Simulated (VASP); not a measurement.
Computed with PBEsol GGA, VASP's PBE PAW potentials (set 64) (plane waves; VASP).

VASP input:

INCAR:
```
! general
SYSTEM =Cd3MgTe4
PREC   =Accurate
ENCUT  =400   ! plane-wave cut-off (eV)
LREAL  =F   ! projection in real space or not
LASPH  =T

! electronic loop
EDIFF  =1E-6   ! SCF stop (eV)
NELM   =100   ! most electronic steps
ALGO   =Normal   ! blocked Davidson
LMAXMIX=4   ! l cut-off of mixed one-centre charges

! smearing
ISMEAR =0   ! Gaussian
SIGMA  =0.05

! functional
GGA    =PS   ! PBEsol

! ions
IBRION =2
NSW    =60   ! most ionic steps
ISIF   =3
EDIFFG =-0.02

! output
LWAVE  =F
LCHARG =F
```

### POSCAR
```
Cd3MgTe4
1.0
  0.0000000000   3.2426792049   3.2426792049
  3.2426792049   0.0000000000   3.2426792049
 12.9642023261  12.9642023261   0.0065144935
Mg Te Cd
1 4 3
Cartesian
  3.2503422506   3.2503422506   6.4776953644
  1.6036351549   1.6036351549   1.6390440507
  4.8620141571   4.8620141571   1.6233442534
  8.1028837776   8.1028837776   1.6251538368
 11.3592292059  11.3592292059   1.6114876137
  3.2344576316   3.2344576316   0.0082215742
  9.7259394393   9.7259394393   6.4874565852
 12.9658727641  12.9658727641   6.4902024653
```

**KPOINTS**
```
Automatic mesh
0
Gamma
5 5 2
0 0 0
```

POTCAR, in this order: Mg Te Cd (PBE.64 set). Program: vasp_std.

Output

File OSZICAR:
```
       N       E                     dE             d eps       ncg     rms          rms(c)
DAV:   1     0.339218689933E+03    0.33922E+03   -0.23057E+04  1348   0.115E+03
DAV:   2    -0.381589496499E+01   -0.34303E+03   -0.33518E+03  1590   0.286E+02
DAV:   3    -0.239755536016E+02   -0.20160E+02   -0.20058E+02  1542   0.715E+01
DAV:   4    -0.243308197570E+02   -0.35527E+00   -0.35508E+00  1724   0.859E+00
DAV:   5    -0.243348277533E+02   -0.40080E-02   -0.40078E-02  1568   0.972E-01    0.992E+00
DAV:   6    -0.233972641516E+02    0.93756E+00   -0.22751E+00  1530   0.120E+01    0.797E+00
DAV:   7    -0.233211876699E+02    0.76076E-01   -0.91533E-01  1495   0.393E+00    0.300E+00
DAV:   8    -0.233185040068E+02    0.26837E-02   -0.70936E-02  1453   0.225E+00    0.115E+00
DAV:   9    -0.233180462719E+02    0.45773E-03   -0.78523E-03  1520   0.644E-01    0.392E-01
DAV:  10    -0.233176702991E+02    0.37597E-03   -0.25772E-03  1459   0.327E-01    0.109E-01
DAV:  11    -0.233177156488E+02   -0.45350E-04   -0.37861E-04  1535   0.114E-01    0.407E-02
DAV:  12    -0.233177419214E+02   -0.26273E-04   -0.31818E-05  1555   0.239E-02    0.255E-02
DAV:  13    -0.233177584874E+02   -0.16566E-04   -0.21559E-05  1430   0.317E-02    0.780E-03
DAV:  14    -0.233177627456E+02   -0.42582E-05   -0.67208E-06  1417   0.118E-02    0.890E-03
DAV:  15    -0.233177626988E+02    0.46784E-07   -0.12460E-06   978   0.586E-03
   1 F= -.23317763E+02 E0= -.23317763E+02  d E =-.233178E+02
       N       E                     dE             d eps       ncg     rms          rms(c)
DAV:   1    -0.233382092976E+02   -0.20447E-01   -0.49615E-01  1468   0.535E+00    0.102E+00
DAV:   2    -0.233209483024E+02    0.17261E-01   -0.54365E-02  1415   0.225E+00    0.324E-01
DAV:   3    -0.233192349440E+02    0.17134E-02   -0.49647E-03  1514   0.418E-01    0.278E-01
DAV:   4    -0.233188440954E+02    0.39085E-03   -0.66966E-04  1382   0.130E-01    0.626E-02
DAV:   5    -0.233187856210E+02    0.58474E-04   -0.24596E-04  1546   0.125E-01    0.430E-02
DAV:   6    -0.233187884881E+02   -0.28671E-05   -0.21383E-05  1474   0.356E-02    0.218E-02
DAV:   7    -0.233187867429E+02    0.17452E-05   -0.10827E-05  1516   0.286E-02    0.436E-03
DAV:   8    -0.233187870215E+02   -0.27860E-06   -0.10667E-06   766   0.621E-03
   2 F= -.23318787E+02 E0= -.23318787E+02  d E =-.102432E-02
       N       E                     dE             d eps       ncg     rms          rms(c)
DAV:   1    -0.233190557656E+02   -0.26902E-03   -0.63405E-03  1478   0.607E-01    0.117E-01
DAV:   2    -0.233188405370E+02    0.21523E-03   -0.68211E-04  1415   0.253E-01    0.375E-02
DAV:   3    -0.233188177179E+02    0.22819E-04   -0.62192E-05  1519   0.472E-02    0.322E-02
DAV:   4    -0.233188096271E+02    0.80908E-05   -0.87479E-06  1238   0.144E-02    0.714E-03
DAV:   5    -0.233188079642E+02    0.16628E-05   -0.30991E-06  1045   0.143E-02    0.426E-03
DAV:   6    -0.233188077599E+02    0.20432E-06   -0.33477E-07   721   0.450E-03
   3 F= -.23318808E+02 E0= -.23318808E+02  d E =-.104506E-02
       N       E                     dE             d eps       ncg     rms          rms(c)
DAV:   1    -0.233188329370E+02   -0.24973E-04   -0.62497E-04  1449   0.189E-01    0.371E-02
DAV:   2    -0.233188114625E+02    0.21475E-04   -0.69118E-05  1425   0.804E-02    0.121E-02
DAV:   3    -0.233188089160E+02    0.25465E-05   -0.63088E-06  1420   0.149E-02    0.103E-02
DAV:   4    -0.233188075288E+02    0.13872E-05   -0.83564E-07   711   0.461E-03    0.211E-03
DAV:   5    -0.233188071792E+02    0.34955E-06   -0.44221E-07   711   0.510E-03
   4 F= -.23318807E+02 E0= -.23318807E+02  d E =-.104448E-02
       N       E                     dE             d eps       ncg     rms          rms(c)
DAV:   1    -0.233188131586E+02   -0.56298E-05   -0.14326E-04  1496   0.901E-02    0.177E-02
DAV:   2    -0.233188078744E+02    0.52842E-05   -0.15330E-05  1352   0.378E-02    0.558E-03
DAV:   3    -0.233188074917E+02    0.38267E-06   -0.13163E-06   696   0.708E-03
   5 F= -.23318807E+02 E0= -.23318807E+02  d E =-.104479E-02
       N       E                     dE             d eps       ncg     rms          rms(c)
DAV:   1    -0.233190065744E+02   -0.19870E-03   -0.44778E-02  1347   0.101E+00    0.552E-02
DAV:   2    -0.233189765852E+02    0.29989E-04   -0.34538E-04  1553   0.118E-01    0.248E-02
DAV:   3    -0.233189598004E+02    0.16785E-04   -0.22962E-05  1597   0.274E-02    0.152E-02
DAV:   4    -0.233189534478E+02    0.63526E-05   -0.80822E-06  1560   0.181E-02    0.474E-03
DAV:   5    -0.233189531433E+02    0.30448E-06   -0.15881E-06   914   0.831E-03
   6 F= -.23318953E+02 E0= -.23318953E+02  d E =-.145652E-03
       N       E                     dE             d eps       ncg     rms          rms(c)
DAV:   1    -0.233196711657E+02   -0.71772E-03   -0.40291E-01  1337   0.303E+00    0.167E-01
DAV:   2    -0.233193942530E+02    0.27691E-03   -0.31320E-03  1558   0.359E-01    0.744E-02
DAV:   3    -0.233192451342E+02    0.14912E-03   -0.20604E-04  1592   0.823E-02    0.459E-02
DAV:   4    -0.233191899418E+02    0.55192E-04   -0.73751E-05  1578   0.551E-02    0.142E-02
DAV:   5    -0.233191882552E+02    0.16866E-05   -0.15676E-05  1596   0.254E-02    0.917E-03
DAV:   6    -0.233191882418E+02    0.13417E-07   -0.61728E-07   841   0.456E-03
   7 F= -.23319188E+02 E0= -.23319188E+02  d E =-.380750E-03
       N       E                     dE             d eps       ncg     rms          rms(c)
DAV:   1    -0.233192430885E+02   -0.54833E-04   -0.36032E-02  1342   0.909E-01    0.500E-02
DAV:   2    -0.233192191130E+02    0.23976E-04   -0.27939E-04  1558   0.106E-01    0.219E-02
DAV:   3    -0.233192056017E+02    0.13511E-04   -0.18520E-05  1600   0.247E-02    0.135E-02
DAV:   4    -0.233192004409E+02    0.51608E-05   -0.65542E-06  1570   0.165E-02    0.426E-03
DAV:   5    -0.233192001953E+02    0.24556E-06   -0.12925E-06   819   0.758E-03
   8 F= -.23319200E+02 E0= -.23319200E+02  d E =-.392704E-03
       N       E                     dE             d eps       ncg     rms          rms(c)
DAV:   1    -0.233193080851E+02   -0.10764E-03   -0.55081E-02  1332   0.111E+00    0.607E-02
DAV:   2    -0.233193156849E+02   -0.75998E-05   -0.53083E-04  1527   0.135E-01    0.187E-02
DAV:   3    -0.233193111635E+02    0.45214E-05   -0.14856E-05  1575   0.229E-02    0.138E-02
DAV:   4    -0.233193101564E+02    0.10072E-05   -0.27843E-06  1110   0.107E-02    0.521E-03
DAV:   5    -0.233193104262E+02   -0.26987E-06   -0.84228E-07   781   0.532E-03
   9 F= -.23319310E+02 E0= -.23319310E+02  d E =-.110231E-03
       N       E                     dE             d eps       ncg     rms          rms(c)
DAV:   1    -0.233193464409E+02   -0.36285E-04   -0.63747E-02  1332   0.120E+00    0.657E-02
DAV:   2    -0.233193549552E+02   -0.85143E-05   -0.61390E-04  1527   0.146E-01    0.199E-02
DAV:   3    -0.233193496406E+02    0.53145E-05   -0.17377E-05  1575   0.249E-02    0.147E-02
DAV:   4    -0.233193484329E+02    0.12078E-05   -0.32292E-06  1179   0.116E-02    0.558E-03
DAV:   5    -0.233193487186E+02   -0.28572E-06   -0.95665E-07   811   0.577E-03
  10 F= -.23319349E+02 E0= -.23319349E+02  d E =-.148523E-03
       N       E                     dE             d eps       ncg     rms          rms(c)
DAV:   1    -0.233194156538E+02   -0.67221E-04   -0.14664E-02  1342   0.598E-01    0.445E-02
DAV:   2    -0.233194117791E+02    0.38747E-05   -0.26216E-04  1492   0.886E-02    0.186E-02
DAV:   3    -0.233194048451E+02    0.69341E-05   -0.11029E-05  1615   0.193E-02    0.132E-02
DAV:   4    -0.233194013902E+02    0.34548E-05   -0.48014E-06  1388   0.135E-02    0.417E-03
DAV:   5    -0.233194011492E+02    0.24108E-06   -0.10428E-06   761   0.689E-03
  11 F= -.23319401E+02 E0= -.23319401E+02  d E =-.524306E-04
```

File OUTCAR:
```
------------------------ aborting loop because EDIFF is reached ----------------------------------------
  FORCE on cell =-STRESS in cart. coord.  units (eV):
  Direction    XX          YY          ZZ          XY          YZ          ZX
  --------------------------------------------------------------------------------------
  Total       -0.0005107     -0.0005107     -0.0005107     -0.0081025      0.0081025      0.0081025
  in kB       -0.0030165     -0.0030165     -0.0030165     -0.0478622      0.0478622      0.0478622
  external PRESSURE =      -0.0030165 kB  Pullay stress =       0.0000000 kB
  volume of cell :      271.23
      direct lattice vectors                 reciprocal lattice vectors
     0.000000000  3.241098604  3.241098604    -0.154486001  0.154051357  0.154486001
     3.241098604  0.000000000  3.241098604     0.154051357 -0.154486001  0.154486001
    12.928021551 12.928021551  0.036372865     0.038730162  0.038730162 -0.038730162
 POSITION                                       TOTAL-FORCE (eV/Angst)
 -----------------------------------------------------------------------------------
      3.25203      3.25203      6.47126        -0.001843     -0.001843      0.001843
      1.59694      1.59694      1.64416        -0.003330     -0.003330      0.003330
      4.84383      4.84383      1.63837         0.003772      0.003772     -0.003772
      8.08497      8.08497      1.63832         0.002172      0.002172     -0.002172
     11.33013     11.33013      1.63427         0.006917      0.006917     -0.006917
      3.22055      3.22055      0.02055        -0.002975     -0.002975      0.002975
      9.70628      9.70628      6.49921        -0.002809     -0.002809      0.002809
     12.94573     12.94573      6.50086        -0.001904     -0.001904      0.001904
 -----------------------------------------------------------------------------------
    total drift:                                0.000303      0.000303     -0.000308
  FREE ENERGIE OF THE ION-ELECTRON SYSTEM (eV)
  ---------------------------------------------------
  free  energy   TOTEN  =       -23.3194011492 eV

  energy  without entropy=      -23.3194011491  energy(sigma->0) =      -23.31940115

 reached required accuracy - stopping structural energy minimisation
```
(Selected blocks of OUTCAR.)

File CONTCAR:
```
Cd3MgTe4
   1.00000000000000
     0.0000000000000001    3.2410986040000092    3.2410986040000087
     3.2410986040000092    0.0000000000000001    3.2410986040000087
    12.9280215510264203   12.9280215510264203    0.0363728649736176
  Mg              Te              Cd
     1     4     3
Direct
     0.9983061108301560    0.9983061108301560    0.0012704169023834
     0.2533057110093119    0.2533057110093119    0.0600207167930117
     0.2509998938703532    0.2509998938703532    0.3117500796472359
     0.2495839607849182    0.2495839607849182    0.5628120293863145
     0.2475470853822107    0.2475470853822107    0.8143396859633417
     0.0017746369106718    0.0017746369106718    0.2486690223919940
     0.9998179888322200    0.9998179888322200    0.5001365083758368
     0.9986646124801600    0.9986646124801600    0.7510015406398766
```

The structure was generated: Cd3MgTe4 was put into an ordered model structure (R3m), which need not be its known phase. This run relaxes it. Symmetry was kept, so distortions that lower it aren't found. The start is the result of an earlier pass.
